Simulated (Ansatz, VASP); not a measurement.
**Ga2O3 in two plane-wave programs**

Wanted: the spread between two codes on one cell, functional and k mesh. The cell is taken from a series of runs on this material, whose earlier steps may have relaxed, scaled, displaced or heated it; both programs get it as it stands.

Program: Ansatz 0.2.0. Level of theory: plane waves, with VASP 6.6.1 beside it; single point at LDA, spin-orbit coupling. Results are calculated unless marked as measured.

### 1. Starting point

The structure is monoclinic, space group C2/m (No. 12). The conventional cell has a = 12.214 Å, b = 3.037 Å, c = 5.798 Å, α = 90.00°, β = 103.83°, γ = 90.00°. Nearest to Ga lie 4 O at 1.83 to 1.86 Å. Ga has 6 O at 1.94 to 2.07 Å nearest. Nearest to O lie 3 Ga at 1.83 to 1.94 Å. Nearest to O lie 4 Ga at 1.86 to 2.07 Å. Nearest to O lie 3 Ga at 1.83 to 1.94 Å. Farther neighbours and most contacts between anions are not listed.

### 2. VASP: single point, LDA, spin-orbit coupling

With cell and atoms fixed, the geometry can't cause a difference; cores, projectors, grids and the points listed under the comparison can.

Lines of VASP's logs that name or quote its potential files are left out, and so is its time.

INCAR

```
SYSTEM = Ga2O3
PREC = Accurate
ENCUT = 520
EDIFF = 1E-06
NELM = 200
ISMEAR = -1
SIGMA = 0.02
LREAL = .FALSE.
ALGO = Normal
GGA = PW92
LNONCOLLINEAR = .TRUE.
MAGMOM = 0 0 0 0 0 0 0 0 0 0 0 0 0 0 0 0 0 0 0 0 0 0 0 0 0 0 0 0 0 0
NBANDS = 108
GGA_COMPAT = .FALSE.
LASPH = .TRUE.
LSORBIT = .TRUE.
LORBIT = 11
LWAVE = .FALSE.
LCHARG = .FALSE.
ISIF = 2
EFERMI = MIDGAP
KPAR = 2
```

POSCAR

```
Ga2O3
1.0
    6.1070000000     -1.5185500000      0.0000000000
    6.1070000000      1.5185500000      0.0000000000
   -1.3859889000      0.0000000000      5.6300087400
Ga O
4 6
Direct
    0.0905000000      0.0905000000      0.7946000000
    0.9095000000      0.9095000000      0.2054000000
    0.6586600000      0.6586600000      0.3140200000
    0.3413400000      0.3413400000      0.6859800000
    0.1645000000      0.1645000000      0.1098000000
    0.8355000000      0.8355000000      0.8902000000
    0.1733000000      0.1733000000      0.5632000000
    0.8267000000      0.8267000000      0.4368000000
    0.4959000000      0.4959000000      0.2566000000
    0.5041000000      0.5041000000      0.7434000000
```

KPOINTS

```
Automatic mesh
0
Gamma
4 4 2
0 0 0
```

PAW data sets: Ga_d and O (LDA family, release 64).

On the command line:

```console
mpirun -np 2 vasp_ncl
```

Numbers of over 12 decimals in the logs are rounded to 6 here.

Output:

```text
[banner, memory and clock lines left out]
running    2 mpi-ranks, on    1 nodes
 distrk:  each k-point on    1 cores,    2 groups
 distr:  one band on    1 cores,    1 groups

 POSCAR found type information on POSCAR GaO
 POSCAR found :  2 types and      10 ions
|                                                                             |
|               ----> ADVICE to this user running VASP <----                  |
|                                                                             |
|     You enforced a specific xc type in the INCAR file but a different       |
|     [... a line on the potential file left out ...]
|     I HOPE YOU KNOW WHAT YOU ARE DOING!                                     |
|                                                                             |

 LDA part: xc-table for (Slater(with rela. corr.)+PW92), standard interpolation
 POSCAR, INCAR and KPOINTS ok, starting setup
 FFT: planning ... GRIDC
 FFT: planning ... GRID_SOFT
 FFT: planning ... GRID
 WAVECAR not read
 entering main loop
       N       E                     dE             d eps       ncg     rms          rms(c)
DAV:   1     0.153308807647E+04    0.15331E+04   -0.34842E+04  3476   0.300E+03
DAV:   2     0.336301371341E+03   -0.11968E+04   -0.10997E+04  3040   0.908E+02
DAV:   3    -0.347150745063E+02   -0.37102E+03   -0.35013E+03  3816   0.317E+02
DAV:   4    -0.748852902558E+02   -0.40170E+02   -0.39401E+02  3568   0.113E+02
DAV:   5    -0.773611219674E+02   -0.24758E+01   -0.24610E+01  4288   0.296E+01    0.171E+01
DAV:   6    -0.682565435916E+02    0.91046E+01   -0.30849E+01  5400   0.632E+01    0.481E+00
DAV:   7    -0.683949886811E+02   -0.13845E+00   -0.41779E+00  3532   0.110E+01    0.341E+00
DAV:   8    -0.682856855264E+02    0.10930E+00   -0.72639E-01  4680   0.952E+00    0.139E+00
DAV:   9    -0.682434720070E+02    0.42214E-01   -0.18171E-01  4424   0.631E+00    0.375E-01
DAV:  10    -0.682442690645E+02   -0.79706E-03   -0.38193E-02  4120   0.169E+00    0.118E-01
DAV:  11    -0.682447427144E+02   -0.47365E-03   -0.54127E-03  3744   0.110E+00    0.116E-01
DAV:  12    -0.682446869634E+02    0.55751E-04   -0.15745E-03  4104   0.603E-01    0.450E-02
DAV:  13    -0.682446965516E+02   -0.95883E-05   -0.65652E-04  3768   0.308E-01    0.143E-02
DAV:  14    -0.682447054649E+02   -0.89133E-05   -0.15070E-04  4384   0.185E-01    0.542E-03
DAV:  15    -0.682447125852E+02   -0.71203E-05   -0.72068E-05  4120   0.457E-02    0.740E-03
DAV:  16    -0.682447118231E+02    0.76208E-06   -0.80783E-07  2312   0.222E-02
   1 F= -.68244712E+02 E0= -.68244712E+02  d E =0.000000E+00  mag=    -0.0000     0.0000     0.0000
```

Parts of OUTCAR (step 2):

```text
ion  position               nearest neighbor table
   1  0.090  0.090  0.795-  10 1.83  10 1.83   5 1.83   7 1.86
   2  0.910  0.910  0.205-   9 1.83   9 1.83   6 1.83   8 1.86
   3  0.659  0.659  0.314-   9 1.94   5 1.94   5 1.94   8 2.01   7 2.07   7 2.07
   4  0.341  0.341  0.686-  10 1.94   6 1.94   6 1.94   7 2.01   8 2.07   8 2.07
   5  0.164  0.164  0.110-   1 1.83   3 1.94   3 1.94
   6  0.836  0.836  0.890-   2 1.83   4 1.94   4 1.94
   7  0.173  0.173  0.563-   1 1.86   4 2.01   3 2.07   3 2.07
   8  0.827  0.827  0.437-   2 1.86   3 2.01   4 2.07   4 2.07
   9  0.496  0.496  0.257-   2 1.83   2 1.83   3 1.94
  10  0.504  0.504  0.743-   1 1.83   1 1.83   4 1.94

  LATTYP: Found a base centered monoclinic cell.
 ALAT       =    12.2140000000
 B/A-ratio  =     0.2486572785
 C/A-ratio  =     0.4747093502
 COS(beta)  =    -0.2390419102

 Subroutine GETGRP returns: Found  4 space group operations
 (whereof  4 operations were pure point group operations)

The static configuration has the point symmetry C_2h.

 Found     14 irreducible k-points:

   k-points           NKPTS =     14   k-points in BZ     NKDIM =     14   number of bands    NBANDS=    108

   dimension x,y,z NGX =    48 NGY =   48 NGZ =   48
   dimension x,y,z NGXF=    96 NGYF=   96 NGZF=   96

   ENCUT  =  520.0 eV  38.22 Ry    6.18 a.u.  11.70 11.70 10.78*2*pi/ulx,y,z

   NELECT =      88.0000    total number of electrons

 k-points in reciprocal lattice and weights: Automatic mesh
   0.00000000  0.00000000  0.00000000       0.031
   0.25000000  0.00000000  0.00000000       0.125
   0.50000000  0.00000000  0.00000000       0.062
   0.25000000  0.25000000  0.00000000       0.062
   0.50000000  0.25000000  0.00000000       0.125
  -0.25000000  0.25000000  0.00000000       0.062
   0.50000000  0.50000000  0.00000000       0.031
   0.00000000  0.00000000  0.50000000       0.031
   0.25000000  0.00000000  0.50000000       0.125
[...]
-0.25000000  0.25000000  0.50000000       0.062
   0.50000000  0.50000000  0.50000000       0.031

 average (electrostatic) potential at core
       1 -65.6326       2 -65.6326       3 -65.4633       4 -65.4633       5 -70.8337
       6 -70.8337       7 -71.2532       8 -71.2532       9 -71.1318      10 -71.1318

 E-fermi :   4.7919

 k-point     1 :       0.0000    0.0000    0.0000
  band No.  band energies     occupation
    ...
     84       3.1415      1.00000
     85       3.3371      1.00000
     86       3.3371      1.00000
     87       3.6049      1.00000
     88       3.6049      1.00000
     89       5.9620      0.00000
     90       5.9620      0.00000
     91       9.1764      0.00000
     92       9.1764      0.00000
     93      10.1607      0.00000
    ...

 k-point     2 :       0.2500    0.0000    0.0000
  band No.  band energies     occupation
    ...
     84       2.8709      1.00000
     85       3.0950      1.00000
     86       3.0950      1.00000
     87       3.5814      1.00000
     88       3.5814      1.00000
     89       8.2760      0.00000
     90       8.2760      0.00000
     91       9.7645      0.00000
     92       9.7645      0.00000
     93      10.4384      0.00000
    ...

 k-point     3 :       0.5000    0.0000    0.0000
  band No.  band energies     occupation
    ...
     84       2.8913      1.00000
     85       3.1531      1.00000
     86       3.1531      1.00000
     87       3.5042      1.00000
     88       3.5042      1.00000
     89       9.0850      0.00000
     90       9.0850      0.00000
     91       9.9989      0.00000
     92       9.9989      0.00000
     93      10.7135      0.00000
    ...

  Total       -1.7284542     -1.4701270     -1.8781786      0.0000000      0.0000000     -0.0512985
  in kB      -26.5199304    -22.5563775    -28.8171743      0.0000000      0.0000000     -0.7870800
  external PRESSURE =     -25.9644941 kB  Pullay stress =       0.0000000 kB

  energy-cutoff  :      520.00
  volume of cell :      104.42
      direct lattice vectors                 reciprocal lattice vectors
     6.107000000 -1.518550000  0.000000000     0.081873260 -0.329261467  0.020155462
     6.107000000  1.518550000  0.000000000     0.081873260  0.329261467  0.020155462
    -1.385988900  0.000000000  5.630008740     0.000000000  0.000000000  0.177619618

 POSITION                                       TOTAL-FORCE (eV/Angst)
 -----------------------------------------------------------------------------------
      0.00406      0.00000      4.47360         0.044811      0.000000      0.057599
     10.82395      0.00000      1.15640        -0.044811      0.000000     -0.057599
      7.60965      0.00000      1.76794        -0.010976      0.000000      0.048644
      3.21837      0.00000      3.86207         0.010976      0.000000     -0.048644
      1.85702      0.00000      0.61817        -0.034723      0.000000     -0.043062
      8.97099      0.00000      5.01183         0.034723      0.000000      0.043062
      1.33610      0.00000      3.17082         0.063932      0.000000     -0.044811
      9.49191      0.00000      2.45919        -0.063932      0.000000      0.044811
      5.70128      0.00000      1.44466         0.085714      0.000000      0.000879
      5.12673      0.00000      4.18535        -0.085714      0.000000     -0.000879
 -----------------------------------------------------------------------------------
    total drift:                                0.000000      0.000000     -0.000000

  FREE ENERGIE OF THE ION-ELECTRON SYSTEM (eV)
  ---------------------------------------------------
  free  energy   TOTEN  =       -68.2447118231 eV

  energy  without entropy=      -68.2447118231  energy(sigma->0) =      -68.24471182

 Spin-Orbit-Coupling matrix elements
 Ion:    1  E_soc:     -0.0105576
 Ion:    2  E_soc:     -0.0105576
 Ion:    3  E_soc:     -0.0093554
 Ion:    4  E_soc:     -0.0093554
 Ion:    5  E_soc:     -0.0002396
 Ion:    6  E_soc:     -0.0002396
 Ion:    7  E_soc:     -0.0002307
 Ion:    8  E_soc:     -0.0002307
 Ion:    9  E_soc:     -0.0002445
 Ion:   10  E_soc:     -0.0002445

 total charge
# of ion       s       p       d       tot
------------------------------------------
    1        0.740   0.889  10.282  11.911
    2        0.740   0.889  10.282  11.911
    3        0.670   0.745  10.260  11.674
    4        0.670   0.745  10.260  11.674
    5        1.540   3.500   0.000   5.040
    6        1.540   3.500   0.000   5.040
    7        1.546   3.491   0.000   5.037
    8        1.546   3.491   0.000   5.037
    9        1.537   3.532   0.000   5.069
   10        1.537   3.532   0.000   5.069
--------------------------------------------------
tot         12.066  24.312  41.083  77.462

 magnetization (x)
# of ion       s       p       d       tot
------------------------------------------
    1        0.000   0.000   0.000   0.000
    2        0.000   0.000   0.000   0.000
    3        0.000   0.000   0.000   0.000
    4        0.000   0.000   0.000   0.000
    5        0.000   0.000   0.000   0.000
    6        0.000   0.000   0.000   0.000
    7        0.000   0.000   0.000   0.000
    8        0.000   0.000   0.000   0.000
    9        0.000   0.000   0.000   0.000
   10        0.000   0.000   0.000   0.000
--------------------------------------------------
tot          0.000   0.000   0.000   0.000

 magnetization (y)
# of ion       s       p       d       tot
------------------------------------------
    1        0.000   0.000   0.000   0.000
    2        0.000   0.000   0.000   0.000
    3       -0.000  -0.000  -0.000  -0.000
    4       -0.000  -0.000  -0.000  -0.000
    5       -0.000   0.000   0.000   0.000
    6       -0.000   0.000   0.000   0.000
    7        0.000   0.000   0.000   0.000
    8        0.000   0.000   0.000   0.000
    9       -0.000  -0.000   0.000  -0.000
   10       -0.000  -0.000   0.000  -0.000
--------------------------------------------------
tot         -0.000   0.000   0.000  -0.000

 magnetization (z)
# of ion       s       p       d       tot
------------------------------------------
    1        0.000   0.000   0.000   0.000
    2        0.000   0.000   0.000   0.000
    3        0.000   0.000   0.000   0.000
    4        0.000   0.000   0.000   0.000
    5        0.000   0.000   0.000   0.000
    6        0.000   0.000   0.000   0.000
    7        0.000   0.000   0.000   0.000
    8        0.000   0.000   0.000   0.000
    9        0.000   0.000   0.000   0.000
   10        0.000   0.000   0.000   0.000
--------------------------------------------------
tot          0.000   0.000   0.000   0.000

[... 3 further parts left out ...]
```

The gap is read on the k-mesh alone, so it is an upper bound where the band edges lie off the mesh.

[end of part 1 of 2]

[Lines on the potential files, build, host, timing and source positions are cut from VASP's logs without a mark.]

[Logs are printed without paths, hosts, clocks, repeated set-up lines and the standing remarks that a program may print on its own settings, such as how far it seeks lower states.]

[Hosts, paths, dates, database ids (printed as entryN), source tags and the programs' standing remarks are cut or masked in the printed files.]
